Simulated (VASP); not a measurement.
# Quasiparticle energies of NaCl in VASP, part 2 of 6

Aim: the quasiparticle gap of NaCl, and what it costs to get it. The cell is of the rock-salt type, one of the forms listed for this formula, which need not be the common one. The start is a cell from a database of measured crystal structures.

VASP 6.6.1, plane waves and PAW; the level of theory is named at each step.

So far, gap on the k-mesh (eV): step 3 (empty bands, functional PBE) 5.16.

The database entry behind the starting cell differs from later determinations by our own check (an axis about 0.4 % short against later determinations), so it need not match the best structure at ambient conditions.

### Step 4. evGW0

This step: evGW0 on PBE; plane waves and PAW (Na_sv_GW, Cl_GW) (VASP 6.6.1).

The lowest NBANDSGW levels in G are updated for four passes while W stays fixed, so the result depends less on the starting levels.

Input file INCAR:

```
SYSTEM = NaCl
PREC = Accurate
ENCUT = 400
ISMEAR = 0
SIGMA = 0.01
LREAL = .FALSE.
GGA = PE
NBANDS = 288
ALGO = EVGW0
NELMGW = 4
ENCUTGW = 200
NOMEGA = 48
PRECFOCK = Fast
NBANDSGW = 16
LWAVE = .FALSE.
LCHARG = .FALSE.
```

Input file POSCAR:

```
NaCl
1.0
    0.0000000000      2.8100000000      2.8100000000
    2.8100000000      0.0000000000      2.8100000000
    2.8100000000      2.8100000000      0.0000000000
Na Cl
1 1
Direct
    0.0000000000      0.0000000000      0.0000000000
    0.5000000000      0.5000000000      0.5000000000
```

Input file KPOINTS:

```
Automatic mesh
0
Gamma
6 6 6
0 0 0
```

Potentials, in the order of the species: Na_sv_GW and Cl_GW (PBE family, release 64).

On the command line:

```console
$ mpirun -np 8 vasp_std
```

The program printed:

```text
[banner, memory and clock lines left out]
running    8 mpi-ranks, on    1 nodes
 distrk:  each k-point on    8 cores,    1 groups
 distr:  one band on    1 cores,    8 groups

 POSCAR found type information on POSCAR NaCl
 POSCAR found :  2 types and       2 ions
 [... a notice as in an earlier step ...]

|                                                                             |
|           W    W    AA    RRRRR   N    N  II  N    N   GGGG   !!!           |
|           W    W   A  A   R    R  NN   N  II  NN   N  G    G  !!!           |
|           W    W  A    A  R    R  N N  N  II  N N  N  G       !!!           |
|           W WW W  AAAAAA  RRRRR   N  N N  II  N  N N  G  GGG   !            |
|           WW  WW  A    A  R   R   N   NN  II  N   NN  G    G                |
|           W    W  A    A  R    R  N    N  II  N    N   GGGG   !!!           |
|                                                                             |
|     The default for ENCUTGWSOFT is different in this version of VASP.       |
|     please manually set ENCUTGWSOFT =200 in the INCAR file.                 |
|                                                                             |

 LDA part: xc-table for (Slater+PW92), standard interpolation
 found WAVECAR, reading the header
 POSCAR, INCAR and KPOINTS ok, starting setup
 FFT: planning ... GRIDC
 FFT: planning ... GRID_SOFT
 FFT: planning ... GRID
 reading WAVECAR
 the WAVECAR file was read successfully
 initial charge from wavefunction
 available memory per node:     63.08 GB, setting MAXMEM to     64595

 The Fermi energy was updated, please check that it is located mid-gap
 values below the HOMO (VB) or above the LUMO (CB) will cause erroneous energies
 E-fermi :   1.7024

 calculate exact exchange contribution
 the WAVEDER file was read successfully
energies w=
    0.000    0.000    1.664    0.000    3.321    0.000    4.965    0.000
    6.592    0.000    8.197    0.000    9.777    0.000   11.329    0.000
   12.854    0.000   14.351    0.000   15.822    0.000   17.269    0.000
   18.695    0.000   20.103    0.000   21.497    0.000   22.882    0.000
   24.261    0.000   25.642    0.000   27.028    0.000   28.425    0.000
   29.841    0.000   31.281    0.000   32.754    0.000   34.268    0.000
   35.831    0.000   37.456    0.000   39.154    0.000   40.938    0.000
   42.825    0.000   44.835    0.000   46.989    0.000   49.317    0.000
   51.850    0.000   54.632    0.000   57.713    0.000   61.159    0.000
   65.055    0.000   69.511    0.000   74.674    0.000   80.746    0.000
   88.005    0.000   96.855    0.000  107.897    0.000  122.069    0.000
  140.918    0.000  167.189    0.000  206.268    0.000  270.355    0.000
 responsefunction array rank=     296
 LDA part: xc-table for (Slater+PW92), standard interpolation

 min. memory requirement per mpi rank    338.4 MB, per node   2706.9 MB

 allocating   6 responsefunctions rank=   296
 shmem allocating  48 responsefunctions rank=   296
 response function shared by NCSHMEM nodes    1
 Doing            6  frequencies on each core in blocks of           48
NQ=   1    0.0000    0.0000    0.0000,
|.........|.........|.........|.........|.........|.........|.........|.........
 performed       1115000 updates of chi_q(r,r)
 total number of BLAS operations        714.48 Gflops
NQ=   2    0.1667    0.0000    0.0000,
|.........|.........|.........|.........|.........|.........|.........|.........
 performed       3078000 updates of chi_q(r,r)
 total number of BLAS operations       2026.10 Gflops
NQ=   3    0.3333    0.0000    0.0000,
|.........|.........|.........|.........|.........|.........|.........|.........
 performed       5041000 updates of chi_q(r,r)
 total number of BLAS operations       3319.63 Gflops
NQ=   4    0.5000    0.0000    0.0000,
|.........|.........|.........|.........|.........|.........|.........|.........
 performed       6543000 updates of chi_q(r,r)
 total number of BLAS operations       4208.74 Gflops
NQ=   5    0.1667    0.1667    0.0000,
|.........|.........|.........|.........|.........|.........|.........|.........
 performed       8294000 updates of chi_q(r,r)
 total number of BLAS operations       5427.82 Gflops
NQ=   6    0.3333    0.1667    0.0000,
|.........|.........|.........|.........|.........|.........|.........|.........
 performed      11031000 updates of chi_q(r,r)
 total number of BLAS operations       7282.10 Gflops
NQ=   7    0.5000    0.1667    0.0000,
|.........|.........|.........|.........|.........|.........|.........|.........
 performed      13768000 updates of chi_q(r,r)
 total number of BLAS operations       8962.25 Gflops
NQ=   8   -0.3333    0.1667    0.0000,
|.........|.........|.........|.........|.........|.........|.........|.........
 performed      16505000 updates of chi_q(r,r)
 total number of BLAS operations      10728.39 Gflops
NQ=   9   -0.1667    0.1667    0.0000,
|.........|.........|.........|.........|.........|.........|.........|.........
 performed      18762000 updates of chi_q(r,r)
 total number of BLAS operations      12300.35 Gflops
NQ=  10    0.3333    0.3333    0.0000,
|.........|.........|.........|.........|.........|.........|.........|.........
 performed      20513000 updates of chi_q(r,r)
 total number of BLAS operations      13478.45 Gflops
NQ=  11    0.5000    0.3333    0.0000,
|.........|.........|.........|.........|.........|.........|.........|.........
 performed      23250000 updates of chi_q(r,r)
 total number of BLAS operations      15195.19 Gflops
NQ=  12   -0.3333    0.3333    0.0000,
|.........|.........|.........|.........|.........|.........|.........|.........
 performed      25507000 updates of chi_q(r,r)
 total number of BLAS operations      16652.11 Gflops
NQ=  13    0.5000    0.5000    0.0000,
|.........|.........|.........|.........|.........|.........|.........|.........
 performed      26898000 updates of chi_q(r,r)
 total number of BLAS operations      17562.74 Gflops
NQ=  14    0.5000    0.3333    0.1667,
|.........|.........|.........|.........|.........|.........|.........|.........
 performed      29653000 updates of chi_q(r,r)
 total number of BLAS operations      19391.21 Gflops
NQ=  15   -0.3333    0.3333    0.1667,
|.........|.........|.........|.........|.........|.........|.........|.........
 performed      32168000 updates of chi_q(r,r)
 total number of BLAS operations      20991.85 Gflops
NQ=  16   -0.3333    0.5000    0.1667,
|.........|.........|.........|.........|.........|.........|.........|.........
 performed      34425000 updates of chi_q(r,r)
 total number of BLAS operations      22428.32 Gflops
 resolving degeneracies of screened two electron integrals

[...]
total number of BLAS operations      20991.85 Gflops
NQ=  16   -0.3333    0.5000    0.1667,
|.........|.........|.........|.........|.........|.........|.........|.........
 performed      34425000 updates of chi_q(r,r)
 total number of BLAS operations      22428.32 Gflops
 resolving degeneracies of screened two electron integrals

 calculate QP shifts <psi_nk| G(iteration)W_0 |psi_nk>: iteration 2
 allocating   6 responsefunctions rank=   296
 shmem allocating  48 responsefunctions rank=   296
 response function shared by NCSHMEM nodes    1
 Doing            6  frequencies on each core in blocks of           48
NQ=   1    0.0000    0.0000    0.0000,
|.........|.........|.........|.........|.........|.........|.........|.........
 performed       1115000 updates of chi_q(r,r)
 total number of BLAS operations        714.48 Gflops
NQ=   2    0.1667    0.0000    0.0000,
|.........|.........|.........|.........|.........|.........|.........|.........
 performed       3078000 updates of chi_q(r,r)
 total number of BLAS operations       2026.10 Gflops
NQ=   3    0.3333    0.0000    0.0000,
|.........|.........|.........|.........|.........|.........|.........|.........
 performed       5041000 updates of chi_q(r,r)
 total number of BLAS operations       3319.63 Gflops
NQ=   4    0.5000    0.0000    0.0000,
|.........|.........|.........|.........|.........|.........|.........|.........
 performed       6543000 updates of chi_q(r,r)
 total number of BLAS operations       4208.74 Gflops
NQ=   5    0.1667    0.1667    0.0000,
|.........|.........|.........|.........|.........|.........|.........|.........
 performed       8294000 updates of chi_q(r,r)
 total number of BLAS operations       5427.82 Gflops
NQ=   6    0.3333    0.1667    0.0000,
|.........|.........|.........|.........|.........|.........|.........|.........
 performed      11031000 updates of chi_q(r,r)
 total number of BLAS operations       7282.10 Gflops
NQ=   7    0.5000    0.1667    0.0000,
|.........|.........|.........|.........|.........|.........|.........|.........
 performed      13768000 updates of chi_q(r,r)
 total number of BLAS operations       8962.25 Gflops
NQ=   8   -0.3333    0.1667    0.0000,
|.........|.........|.........|.........|.........|.........|.........|.........
 performed      16505000 updates of chi_q(r,r)
 total number of BLAS operations      10728.39 Gflops
NQ=   9   -0.1667    0.1667    0.0000,
|.........|.........|.........|.........|.........|.........|.........|.........
 performed      18762000 updates of chi_q(r,r)
 total number of BLAS operations      12300.35 Gflops
NQ=  10    0.3333    0.3333    0.0000,
|.........|.........|.........|.........|.........|.........|.........|.........
 performed      20513000 updates of chi_q(r,r)
 total number of BLAS operations      13478.45 Gflops
NQ=  11    0.5000    0.3333    0.0000,
|.........|.........|.........|.........|.........|.........|.........|.........
 performed      23250000 updates of chi_q(r,r)
 total number of BLAS operations      15195.19 Gflops
NQ=  12   -0.3333    0.3333    0.0000,
|.........|.........|.........|.........|.........|.........|.........|.........
 performed      25507000 updates of chi_q(r,r)
 total number of BLAS operations      16652.11 Gflops
NQ=  13    0.5000    0.5000    0.0000,
|.........|.........|.........|.........|.........|.........|.........|.........
 performed      26898000 updates of chi_q(r,r)
 total number of BLAS operations      17562.74 Gflops
NQ=  14    0.5000    0.3333    0.1667,
|.........|.........|.........|.........|.........|.........|.........|.........
 performed      29653000 updates of chi_q(r,r)
 total number of BLAS operations      19391.21 Gflops
NQ=  15   -0.3333    0.3333    0.1667,
|.........|.........|.........|.........|.........|.........|.........|.........
 performed      32168000 updates of chi_q(r,r)
 total number of BLAS operations      20991.85 Gflops
NQ=  16   -0.3333    0.5000    0.1667,
|.........|.........|.........|.........|.........|.........|.........|.........
 performed      34425000 updates of chi_q(r,r)
 total number of BLAS operations      22428.32 Gflops
 resolving degeneracies of screened two electron integrals

 calculate QP shifts <psi_nk| G(iteration)W_0 |psi_nk>: iteration 3
 allocating   6 responsefunctions rank=   296
 shmem allocating  48 responsefunctions rank=   296
 response function shared by NCSHMEM nodes    1
 Doing            6  frequencies on each core in blocks of           48
NQ=   1    0.0000    0.0000    0.0000,
|.........|.........|.........|.........|.........|.........|.........|.........
 performed       1115000 updates of chi_q(r,r)
 total number of BLAS operations        714.48 Gflops
NQ=   2    0.1667    0.0000    0.0000,
|.........|.........|.........|.........|.........|.........|.........|.........
 performed       3078000 updates of chi_q(r,r)
 total number of BLAS operations       2026.10 Gflops
NQ=   3    0.3333    0.0000    0.0000,
|.........|.........|.........|.........|.........|.........|.........|.........
 performed       5041000 updates of chi_q(r,r)
 total number of BLAS operations       3319.63 Gflops
NQ=   4    0.5000    0.0000    0.0000,
|.........|.........|.........|.........|.........|.........|.........|.........
 performed       6543000 updates of chi_q(r,r)
 total number of BLAS operations       4208.74 Gflops
NQ=   5    0.1667    0.1667    0.0000,
|.........|.........|.........|.........|.........|.........|.........|.........
 performed       8294000 updates of chi_q(r,r)
 total number of BLAS operations       5427.82 Gflops
NQ=   6    0.3333    0.1667    0.0000,
|.........|.........|.........|.........|.........|.........|.........|.........
 performed      11031000 updates of chi_q(r,r)
 total number of BLAS operations       7282.10 Gflops
NQ=   7    0.5000    0.1667    0.0000,
|.........|.........|.........|.........|.........|.........|.........|.........
 performed      13768000 updates of chi_q(r,r)
 total number of BLAS operations       8962.25 Gflops
NQ=   8   -0.3333    0.1667    0.0000,
|.........|.........|.........|.........|.........|.........|.........|.........
 performed      16505000 updates of chi_q(r,r)
 total number of BLAS operations      10728.39 Gflops
NQ=   9   -0.1667    0.1667    0.0000,
|.........|.........|.........|.........|.........|.........|.........|.........
 performed      18762000 updates of chi_q(r,r)
 total number of BLAS operations      12300.35 Gflops
NQ=  10    0.3333    0.3333    0.0000,
|.........|.........|.........|.........|.........|.........|.........|.........
 performed      20513000 updates of chi_q(r,r)
 total number of BLAS operations      13478.45 Gflops
NQ=  11    0.5000    0.3333    0.0000,
|.........|.........|.........|.........|.........|.........|.........|.........
 performed      23250000 updates of chi_q(r,r)
 total number of BLAS operations      15195.19 Gflops
NQ=  12   -0.3333    0.3333    0.0000,
|.........|.........|.........|.........|.........|.........|.........|.........
 performed      25507000 updates of chi_q(r,r)
 total number of BLAS operations      16652.11 Gflops
NQ=  13    0.5000    0.5000    0.0000,
|.........|.........|.........|.........|.........|.........|.........|.........
 performed      26898000 updates of chi_q(r,r)
 total number of BLAS operations      17562.74 Gflops
NQ=  14    0.5000    0.3333    0.1667,
|.........|.........|.........|.........|.........|.........|.........|.........
 performed      29653000 updates of chi_q(r,r)
 total number of BLAS operations      19391.21 Gflops
NQ=  15   -0.3333    0.3333    0.1667,
|.........|.........|.........|.........|.........|.........|.........|.........
 performed      32168000 updates of chi_q(r,r)
 total number of BLAS operations      20991.85 Gflops
NQ=  16   -0.3333    0.5000    0.1667,
|.........|.........|.........|.........|.........|.........|.........|.........
 performed      34425000 updates of chi_q(r,r)
 total number of BLAS operations      22428.32 Gflops
 resolving degeneracies of screened two electron integrals

 calculate QP shifts <psi_nk| G(iteration)W_0 |psi_nk>: iteration 4
 entering main loop
```

The job ended after 17 min (8 MPI ranks of Intel Xeon Platinum 8259CL at 2.50GHz (Skylake/Cascade Lake), shared host; peak memory 3.3 GiB; 2.1 h of CPU time).

(Continued in part 3 of 6.)

[Lines on the potential files, build, host, timing and source positions are cut from VASP's logs without a mark.]

[Logs are printed without paths, hosts, clocks, repeated set-up lines and the standing remarks that a program may print on its own settings, such as how far it seeks lower states.]

[Hosts, paths, dates, database ids (printed as entryN), source tags and the programs' standing remarks are cut or masked in the printed files.]

[Pressures printed for these runs are not shown converged in the cutoff: they can be off by several GPa and have the wrong sign.]

[In band tables of VASP the shares of atoms and orbitals are scaled to a sum of 1 inside the atoms' spheres.]
